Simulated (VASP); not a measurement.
Here is the system:

```
CELL_PARAMETERS angstrom
      0.00000     2.73000     2.73000
      2.73000     0.00000     2.73000
      2.73000     2.73000     0.00000
ATOMIC_POSITIONS crystal
  Mg 0.00000 0.00000 0.00000
  Se 0.50000 0.50000 0.50000
```

All values below come from PBE GGA, VASP's PBE PAW potentials (set 64) (plane waves; VASP). Run with 400 eV cut-off, KSPACING 0.8 per Å, Gaussian smearing of 0.050 eV, potentials Mg Se.

Q: Give the stress tensor in GPa (positive for a compressed cell).

A: 
```
3.18  0.00  0.00
0.00  3.18  0.00
0.00  0.00  3.18
```
The pressure is its mean diagonal, 3.18 GPa.

The compound is MgSe in the rock salt structure. The cell was not relaxed at this level. The run is one of a series of settings (KGAMMA = .FALSE., KSPACING = 0.8, KPOINTS file removed against the base run), some of them coarse on purpose.
